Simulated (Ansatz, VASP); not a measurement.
# Ni (Ni(100)) in two plane-wave programs, part 2 of 3

Aim: how closely do two programs agree when they are given the same cell, functional and k mesh? The cell is taken from a series of runs on this material, whose earlier steps may have relaxed, scaled, displaced or heated it; both programs get it as it stands.

VASP 6.6.1 and Ansatz 0.2.0.

So far: Starting point; Ansatz: single point, LDA.

**3. VASP: single point, LDA**

Level of this step: LDA, spin-polarised from a ferromagnetic start; plane waves and PAW (Ni) (VASP).

The same cell, functional (in two slightly different forms), mesh and smearing now go to VASP, with its own data sets.

Lines of VASP's logs that name or quote its potential files are left out, and so is its time.

Contents of INCAR:

```
SYSTEM = Ni
PREC = Accurate
ENCUT = 520
EDIFF = 1E-06
NELM = 200
ISMEAR = 1
SIGMA = 0.1
LREAL = .FALSE.
ALGO = Normal
GGA = PW92
NBANDS = 57
ISPIN = 2
MAGMOM = 0.73 0.65 0.64 0.62 0.62 0.64 0.65 0.73
LASPH = .TRUE.
LMAXMIX = 4
LORBIT = 11
LWAVE = .FALSE.
LCHARG = .FALSE.
ISIF = 2
LDIPOL = .TRUE.
IDIPOL = 3
DIPOL = 0.5 0.5 0.5
LVHAR = .TRUE.
GGA_COMPAT = .FALSE.
NELMDL = -8
KPAR = 2
```

Contents of POSCAR:

```
Ni
1.0
    2.4890158698      0.0000000000      0.0000000000
    0.0000000000      2.4890158698      0.0000000000
    0.0000000000      0.0000000000     28.3200000000
Ni
8
Direct
    0.0000000000      0.0000000000      0.2824858757
    0.5000000000      0.5000000000      0.3446327684
    0.0000000000      0.0000000000      0.4067796610
    0.5000000000      0.5000000000      0.4689265537
    0.0000000000      0.0000000000      0.5310734463
    0.5000000000      0.5000000000      0.5932203390
    0.0000000000      0.0000000000      0.6553672316
    0.5000000000      0.5000000000      0.7175141243
```

Contents of KPOINTS:

```
Automatic mesh
0
Gamma
14 14 1
0 0 0
```

PAW data sets: Ni (LDA family, release 64).

On the command line:

```console
mpirun -np 2 vasp_std
```

Numbers of over 12 decimals in the logs are rounded to 6 here.

The log of the run:

```text
[banner, memory and clock lines left out]
running    2 mpi-ranks, on    1 nodes
 distrk:  each k-point on    1 cores,    2 groups
 distr:  one band on    1 cores,    1 groups

 POSCAR found type information on POSCAR Ni
 POSCAR found :  1 types and       8 ions
|                                                                             |
|               ----> ADVICE to this user running VASP <----                  |
|                                                                             |
|     You enforced a specific xc type in the INCAR file but a different       |
|     [... a line on the potential file left out ...]
|     I HOPE YOU KNOW WHAT YOU ARE DOING!                                     |
|                                                                             |

 LDA part: xc-table for (Slater(with rela. corr.)+PW92), standard interpolation
 POSCAR, INCAR and KPOINTS ok, starting setup
 FFT: planning ... GRIDC
 FFT: planning ... GRID_SOFT
 FFT: planning ... GRID
 WAVECAR not read
 entering main loop
       N       E                     dE             d eps       ncg     rms          rms(c)
DAV:   1     0.613447215429E+03    0.61345E+03   -0.35460E+04  8216   0.169E+03
DAV:   2     0.428076598642E+00   -0.61302E+03   -0.57718E+03  8208   0.355E+02
DAV:   3    -0.569323891315E+02   -0.57360E+02   -0.52197E+02  8733   0.146E+02
DAV:   4    -0.582991942262E+02   -0.13668E+01   -0.13604E+01  9100   0.253E+01
DAV:   5    -0.583260366678E+02   -0.26842E-01   -0.26841E-01 12485   0.239E+00
DAV:   6    -0.583262861035E+02   -0.24944E-03   -0.24943E-03 11693   0.253E-01
DAV:   7    -0.583262941289E+02   -0.80254E-05   -0.80252E-05 12379   0.373E-02
DAV:   8    -0.583262942839E+02   -0.15504E-06   -0.15535E-06  6773   0.561E-03    0.275E+01
DAV:   9    -0.616466098857E+02   -0.33203E+01   -0.83324E+01  9274   0.131E+02    0.395E+01
DAV:  10    -0.755226252511E+02   -0.13876E+02   -0.99711E+01  9643   0.173E+02    0.475E+01
DAV:  11    -0.648311316190E+02    0.10691E+02   -0.44821E+01 12011   0.883E+01    0.389E+01
DAV:  12    -0.520096907075E+02    0.12821E+02   -0.82149E+00 10796   0.509E+01    0.228E+01
DAV:  13    -0.555875951515E+02   -0.35779E+01   -0.21050E+01  9816   0.758E+01    0.353E+01
DAV:  14    -0.500134397119E+02    0.55742E+01   -0.11325E+01 10030   0.523E+01    0.106E+01
[...]
DAV:  34    -0.499511186218E+02   -0.20760E-04   -0.35214E-06  6646   0.379E-02    0.426E-02
DAV:  35    -0.499511625927E+02   -0.43971E-04   -0.66410E-06  6166   0.353E-02    0.314E-02
DAV:  36    -0.499511880886E+02   -0.25496E-04   -0.37432E-06  6644   0.235E-02    0.167E-02
DAV:  37    -0.499512084246E+02   -0.20336E-04   -0.20672E-06  6145   0.123E-02    0.155E-02
DAV:  38    -0.499512263859E+02   -0.17961E-04   -0.12572E-06  6139   0.793E-03    0.144E-02
DAV:  39    -0.499512328794E+02   -0.64935E-05   -0.34387E-07  5592   0.675E-03    0.125E-02
DAV:  40    -0.499512341624E+02   -0.12830E-05   -0.21058E-07  5441   0.587E-03    0.843E-03
DAV:  41    -0.499512345937E+02   -0.43131E-06   -0.24439E-07  5436   0.665E-03
   1 F= -.49951235E+02 E0= -.49952083E+02  d E =0.254413E-02  mag=     4.9652
```

Parts of OUTCAR (step 3):

```text
ion  position               nearest neighbor table
   1  0.000  0.000  0.282-   2 2.49   2 2.49   2 2.49   2 2.49
   2  0.500  0.500  0.345-   3 2.49   3 2.49   3 2.49   3 2.49   1 2.49   1 2.49   1 2.49   1 2.49

  LATTYP: Found a simple tetragonal cell.
 ALAT       =     2.4890158698
 C/A-ratio  =    11.3779909335

 Subroutine GETGRP returns: Found 16 space group operations
 (whereof  8 operations were pure point group operations)

The static configuration has the point symmetry C_4v.
 The point group associated with its full space group is D_4h.

 Found     36 irreducible k-points:

   k-points           NKPTS =     36   k-points in BZ     NKDIM =     36   number of bands    NBANDS=     57

   dimension x,y,z NGX =    20 NGY =   20 NGZ =  216
   dimension x,y,z NGXF=    40 NGYF=   40 NGZF=  432

   ENCUT  =  520.0 eV  38.22 Ry    6.18 a.u.   4.63  4.63 52.66*2*pi/ulx,y,z

   NELECT =      80.0000    total number of electrons

 k-points in reciprocal lattice and weights: Automatic mesh
   0.00000000  0.00000000  0.00000000       0.005
   0.07142857  0.00000000  0.00000000       0.020
   0.14285714  0.00000000  0.00000000       0.020
   0.21428571  0.00000000  0.00000000       0.020
   0.28571429  0.00000000  0.00000000       0.020
   0.35714286  0.00000000  0.00000000       0.020
   0.42857143  0.00000000  0.00000000       0.020
   0.50000000  0.00000000  0.00000000       0.010
   0.07142857  0.07142857  0.00000000       0.020
[...]
0.50000000  0.42857143  0.00000000       0.020
   0.50000000  0.50000000  0.00000000       0.005

 dipolmoment           0.000000      0.000000      0.000000 electrons x Angstroem

 average (electrostatic) potential at core
       1 -88.8720       2 -89.2191       3 -89.2199       4 -89.1926       5 -89.1926
       6 -89.2199       7 -89.2191       8 -88.8720

 E-fermi :   1.8881

 spin component 1
 k-point     1 :       0.0000    0.0000    0.0000
  band No.  band energies     occupation
    ...
     42       1.3262      1.00000
     43       1.3666      1.00000
     44       1.3932      1.00000
     45       1.4657      1.00000
     46       1.4657      1.00000
     47       1.8954      0.43840
     48       3.0934     -0.00000
     49       3.9537      0.00000
     50       7.0079      0.00000
     51       7.1996      0.00000
    ...

 k-point     2 :       0.0714    0.0000    0.0000
  band No.  band energies     occupation
    ...
     42       1.3072      1.00000
     43       1.3334      1.00000
     44       1.3390      1.00000
     45       1.4038      1.00000
     46       1.4680      1.00000
     47       2.2779     -0.00000
     48       3.4223     -0.00000
     49       4.3192      0.00000
     50       7.1369      0.00000
     51       7.3251      0.00000
    ...

 k-point     3 :       0.1429    0.0000    0.0000
  band No.  band energies     occupation
    ...
     42       1.2696      1.00000
     43       1.3640      1.00000
     44       1.4318      1.00000
     45       1.4410      1.00000
     46       1.8120      0.97925
     47       2.9448     -0.00000
     48       4.1495      0.00000
     49       5.1616      0.00000
     50       7.5245      0.00000
     51       7.6988      0.00000
    ...

 k-point     4 :       0.2143    0.0000    0.0000
  band No.  band energies     occupation
    ...
     41       1.2980      1.00000
     42       1.3652      1.00000
     43       1.3911      1.00000
     44       1.4022      1.00000
     45       1.4151      1.00000
     46       2.3864     -0.00000
     47       3.6998     -0.00000
     48       5.0404      0.00000
     49       6.2124      0.00000
     50       8.1719      0.00000
    ...

 k-point     5 :       0.2857    0.0000    0.0000
  band No.  band energies     occupation
    ...
     41       1.2572      1.00000
     42       1.3359      1.00000
     43       1.3592      1.00000
     44       1.4004      1.00000
     45       1.7633      1.03537
     46       2.9884     -0.00000
     47       4.4785      0.00000
     48       5.9640      0.00000
     49       7.3058      0.00000
     50       8.2991      0.00000
    ...

 k-point     6 :       0.3571    0.0000    0.0000
  band No.  band energies     occupation
    ...
     40       1.2656      1.00000
     41       1.2795      1.00000
     42       1.3609      1.00000
     43       1.3686      1.00000
     44       1.3691      1.00000
     45       2.1416     -0.00099
     46       3.5235     -0.00000
     47       4.9515      0.00000
     48       5.8464      0.00000
     49       7.0952      0.00000
    ...

  Total      -11.4705321    -11.4705321     -9.3701989      0.0000000      0.0000000      0.0000000
  in kB     -104.7479581   -104.7479581    -85.5678880      0.0000000      0.0000000      0.0000000
  external PRESSURE =     -98.3546014 kB  Pullay stress =       0.0000000 kB

  energy-cutoff  :      520.00
  volume of cell :      175.45
      direct lattice vectors                 reciprocal lattice vectors
     2.489015870  0.000000000  0.000000000     0.401765217  0.000000000  0.000000000
     0.000000000  2.489015870  0.000000000     0.000000000  0.401765217  0.000000000
     0.000000000  0.000000000 28.320000000     0.000000000  0.000000000  0.035310734

 POSITION                                       TOTAL-FORCE (eV/Angst)
 -----------------------------------------------------------------------------------
      0.00000      0.00000      8.00000         0.000000     -0.000000      1.000576
      1.24451      1.24451      9.76000        -0.000000     -0.000000     -0.347038
      0.00000      0.00000     11.52000         0.000000     -0.000000      0.013342
      1.24451      1.24451     13.28000         0.000000      0.000000      0.000920
      0.00000      0.00000     15.04000         0.000000     -0.000000     -0.000920
      1.24451      1.24451     16.80000        -0.000000     -0.000000     -0.013342
      0.00000      0.00000     18.56000         0.000000     -0.000000      0.347038
      1.24451      1.24451     20.32000         0.000000     -0.000000     -1.000576
 -----------------------------------------------------------------------------------
    total drift:                               -0.000000     -0.000000      0.000000

  FREE ENERGIE OF THE ION-ELECTRON SYSTEM (eV)
  ---------------------------------------------------
  free  energy   TOTEN  =       -49.9512345937 eV

  energy  without entropy=      -49.9537787224  energy(sigma->0) =      -49.95208264

 vacuum level on the upper side and lower side of the slab         7.148         7.148

 total charge
# of ion       s       p       d       tot
------------------------------------------
    1        0.471   0.333   8.330   9.133
    2        0.494   0.491   8.323   9.308
    3        0.498   0.494   8.325   9.316
    4        0.498   0.492   8.328   9.318
    5        0.498   0.492   8.328   9.318
    6        0.498   0.494   8.325   9.316
    7        0.494   0.491   8.323   9.308
    8        0.471   0.333   8.330   9.133
--------------------------------------------------
tot          3.921   3.620  66.610  74.151

 magnetization (x)
# of ion       s       p       d       tot
------------------------------------------
    1       -0.002  -0.015   0.720   0.703
    2       -0.006  -0.020   0.642   0.616
    3       -0.006  -0.020   0.635   0.609
    4       -0.005  -0.019   0.613   0.588
    5       -0.005  -0.019   0.613   0.588
    6       -0.006  -0.020   0.635   0.609
    7       -0.006  -0.020   0.642   0.616
    8       -0.002  -0.015   0.720   0.703
--------------------------------------------------
tot         -0.040  -0.148   5.220   5.032

[... 6 further parts left out ...]
```

**4. Comparison**

Known differences besides the potentials themselves: VASP starts from the moments at which Ansatz ended; the data sets hold 144 valence electrons in Ansatz (on its default PAW (the set named soft_2) files) and 80 in VASP; the cutoff is 420 eV in Ansatz and 520 eV in VASP; VASP's log shows a relativistic correction to its local exchange, Ansatz's none; site moments are counted in spheres of each program's own size. Total energies have different zeros and are not compared.

The two programs side by side:

```
                                   quantity  Ansatz  VASP  difference
                          total moment (μB)    5.04  4.97       +0.07
                         moment on Ni1 (μB)    0.73  0.70       +0.03
                         moment on Ni8 (μB)    0.73  0.70       +0.03
                         moment on Ni7 (μB)    0.65  0.62       +0.04
                         moment on Ni2 (μB)    0.65  0.62       +0.04
                         moment on Ni6 (μB)    0.64  0.61       +0.03
                         moment on Ni3 (μB)    0.64  0.61       +0.03
                         moment on Ni4 (μB)    0.62  0.59       +0.03
                         moment on Ni5 (μB)    0.62  0.59       +0.03
 work function, lower of the two faces (eV)    5.28  5.26       +0.02
work function, higher of the two faces (eV)    5.28  5.26       +0.02
```

With vacuum in the cell, a pressure given here is an average over mostly empty space and none of the material.

**5. Ansatz: single point, PBEsol**

With cell and atoms fixed, the geometry can't cause a difference; cores, projectors, grids and the points listed under the comparison can.

The cell is taken from a series of runs on this material, whose earlier steps may have relaxed, scaled, displaced or heated it; both programs get it as it stands.

Contents of input.yaml:

```yaml
crystal:
  lattice:
    - [2.4890158698, 0.0, 0.0]
    - [0.0, 2.4890158698, 0.0]
    - [0.0, 0.0, 28.32]
  atoms:
    - { symbol: Ni, position: [0.0, 0.0, 0.2847496412], spin: 0.7 }
    - { symbol: Ni, position: [0.5, 0.5, 0.3444416338], spin: 0.7 }
    - { symbol: Ni, position: [0.0, 0.0, 0.4068885177], spin: 0.7 }
    - { symbol: Ni, position: [0.5, 0.5, 0.4689265537], spin: 0.7 }
    - { symbol: Ni, position: [0.0, 0.0, 0.5310734463], spin: 0.7 }
    - { symbol: Ni, position: [0.5, 0.5, 0.5931114643], spin: 0.7 }
    - { symbol: Ni, position: [0.0, 0.0, 0.6555583162], spin: 0.7 }
    - { symbol: Ni, position: [0.5, 0.5, 0.7152502679], spin: 0.7 }
magnetization:
  spin_polarized: true
hamiltonian:
  xc: pbesol
kpoints:
  mp_grid: { grid: [14, 14, 1] }
scf:
  occupations: { method: methfessel_paxton, width: 0.1 }
  convergence: { dr2_threshold: 1.0e-09 }
efield:
  axis: 3
  dipole_correction: true
output:
  write_potential: true
  write_density: true
  volumetric_format: npy
```

On the command line:

```console
ansatz run input.yaml --threads 4 --pin off --max-ram 8192MiB --backend cpu --events-out ev --progress --plain --runs-dir out
```

The log of the run:

```text
[...]
Crystal: 8 atoms, lattice volume = 175.448 Å³
Basis set: ecut = 420 eV, 3383 PW (Γ)
Bands: 90, of which v1, the nominal top of the filled ones, is band 72 counted from 1 (71 counted from 0)
Symmetry: 8 space group operations
k-points: 36 of 196
[...]
k-point 1 ↑: bands = [... 68 lower, 5.5073, 5.5214, 5.6949, 5.7040, 5.7233, 5.8021, 5.8329, 5.8350, ... 14 higher]
  k-point 2 ↑: bands = [... 68 lower, 5.4359, 5.4615, 5.5273, 5.6521, 5.6780, 5.7681, 5.8651, 5.9304, ... 14 higher]
  k-point 35 ↓: bands = [... 68 lower, 6.8384, 6.8384, 7.0923, 7.0923, 9.1890, 9.1890, 10.2634, 10.2634, ... 14 higher]
[key lines of the parts left out:]
SCF converged after 40 iterations
Magnetization: 5.1586 μB (74.5793 up, 69.4207 down)
Free energy (F): -46437.609576 eV
Fermi energy:    6.455115 eV
Dipole field:    D = -0.000019 V/Å  (p = -0.000018 e·Å, saw-weighted, corrected)
Work function:   Φ+ = 5.0221 eV   Φ− = 5.0216 eV
```

**6. VASP: single point, PBEsol**

The same cell, functional, mesh and smearing now go to VASP, with its own data sets.

INCAR, as its differences from that of step 3:

```diff
@@ -9,6 +9,6 @@
 ALGO = Normal
-GGA = PW92
+GGA = PS
 NBANDS = 57
 ISPIN = 2
-MAGMOM = 0.73 0.65 0.64 0.62 0.62 0.64 0.65 0.73
+MAGMOM = 0.75 0.68 0.66 0.65 0.65 0.66 0.68 0.75
 LASPH = .TRUE.
```

Contents of POSCAR:

```
Ni
1.0
    2.4890158698      0.0000000000      0.0000000000
    0.0000000000      2.4890158698      0.0000000000
    0.0000000000      0.0000000000     28.3200000000
Ni
8
Direct
    0.0000000000      0.0000000000      0.2847496866
    0.5000000000      0.5000000000      0.3444416588
    0.0000000000      0.0000000000      0.4068885267
    0.5000000000      0.5000000000      0.4689265537
    0.0000000000      0.0000000000      0.5310734463
    0.5000000000      0.5000000000      0.5931114733
    0.0000000000      0.0000000000      0.6555583412
    0.5000000000      0.5000000000      0.7152503134
```

KPOINTS is that of step 3.

Potentials, in the order of the species: Ni (PBE family, release 64).

On the command line:

```console
mpirun -np 2 vasp_std
```

The log of the run:

```text
[banner, memory and clock lines left out]
running    2 mpi-ranks, on    1 nodes
[...]
[... a notice as in an earlier step ...]

 LDA part: xc-table for (Slater+PW92), standard interpolation
 POSCAR, INCAR and KPOINTS ok, starting setup
[...]
entering main loop
       N       E                     dE             d eps       ncg     rms          rms(c)
DAV:   1     0.612295809874E+03    0.61230E+03   -0.35470E+04  8216   0.169E+03
DAV:   2     0.178185454504E+01   -0.61051E+03   -0.57411E+03  8208   0.354E+02
DAV:   3    -0.548119572613E+02   -0.56594E+02   -0.51662E+02  8758   0.145E+02
DAV:   4    -0.561154191490E+02   -0.13035E+01   -0.12975E+01  9055   0.246E+01
[...]
DAV:  42    -0.469387940635E+02   -0.32692E-05   -0.19139E-07  5565   0.365E-03    0.285E-03
DAV:  43    -0.469387929088E+02    0.11546E-05   -0.46579E-08  5240   0.283E-03    0.220E-03
DAV:  44    -0.469387936343E+02   -0.72547E-06   -0.51412E-08  5274   0.258E-03
   1 F= -.46938794E+02 E0= -.46939554E+02  d E =0.228139E-02  mag=     5.0817
```

Parts of OUTCAR (step 6):

```text
  Total       -6.6605826     -6.6605826     -4.6296639      0.0000000      0.0000000      0.0000000
  in kB      -60.8238940    -60.8238940    -42.2777108      0.0000000      0.0000000      0.0000000
  external PRESSURE =     -54.6418329 kB  Pullay stress =       0.0000000 kB

 POSITION                                       TOTAL-FORCE (eV/Angst)
 -----------------------------------------------------------------------------------
      0.00000      0.00000      8.06411         0.000000      0.000000      0.388096
      1.24451      1.24451      9.75459         0.000000     -0.000000     -0.017572
      0.00000      0.00000     11.52308         0.000000     -0.000000      0.000780
      1.24451      1.24451     13.28000         0.000000     -0.000000      0.012370
      0.00000      0.00000     15.04000         0.000000     -0.000000     -0.012370
      1.24451      1.24451     16.79692        -0.000000     -0.000000     -0.000780
      0.00000      0.00000     18.56541         0.000000      0.000000      0.017572
      1.24451      1.24451     20.25589         0.000000     -0.000000     -0.388096
 -----------------------------------------------------------------------------------
    total drift:                               -0.000000      0.000000      0.000000

  FREE ENERGIE OF THE ION-ELECTRON SYSTEM (eV)
  ---------------------------------------------------
  free  energy   TOTEN  =       -46.9387936343 eV

  energy  without entropy=      -46.9410750211  energy(sigma->0) =      -46.93955410

 magnetization (x)
# of ion       s       p       d       tot
------------------------------------------
    1       -0.004  -0.020   0.740   0.716
    2       -0.007  -0.024   0.670   0.638
    3       -0.007  -0.025   0.659   0.627
    4       -0.007  -0.025   0.643   0.611
    5       -0.007  -0.025   0.643   0.611
    6       -0.007  -0.025   0.659   0.627
    7       -0.007  -0.024   0.670   0.638
    8       -0.004  -0.020   0.740   0.716
--------------------------------------------------
tot         -0.050  -0.188   5.424   5.186

[... 2 parts as in an earlier step ...]

[... 1 further part left out ...]
[key lines of the parts left out:]
E-fermi :   2.0939
```

**7. Side by side**

What differs besides the data sets and the points named for the pairs above, as far as they apply: the data sets hold 144 valence electrons in Ansatz (on its default PAW (the set named soft_2) files) and 80 in VASP; Ansatz makes its cores anew for this functional, VASP keeps those of its PBE data sets. Total energies have different zeros and are not compared.

The two programs side by side:

```
                                   quantity  Ansatz  VASP  difference
                          total moment (μB)    5.16  5.08       +0.08
                         moment on Ni1 (μB)    0.75  0.72       +0.03
                         moment on Ni8 (μB)    0.75  0.72       +0.03
                         moment on Ni7 (μB)    0.68  0.64       +0.04
                         moment on Ni2 (μB)    0.68  0.64       +0.04
                         moment on Ni6 (μB)    0.67  0.63       +0.04
                         moment on Ni3 (μB)    0.67  0.63       +0.04
                         moment on Ni4 (μB)    0.65  0.61       +0.04
                         moment on Ni5 (μB)    0.65  0.61       +0.04
 work function, lower of the two faces (eV)    5.02  5.01       +0.02
work function, higher of the two faces (eV)    5.02  5.01       +0.02
```

With vacuum in the cell, a pressure given here is an average over mostly empty space and none of the material.

[end of part 2 of 3]

[Lines on the potential files, build, host, timing and source positions are cut from VASP's logs without a mark.]

[Logs are printed without paths, hosts, clocks, repeated set-up lines and the standing remarks that a program may print on its own settings, such as how far it seeks lower states.]

[Hosts, paths, dates, database ids (printed as entryN), source tags and the programs' standing remarks are cut or masked in the printed files.]
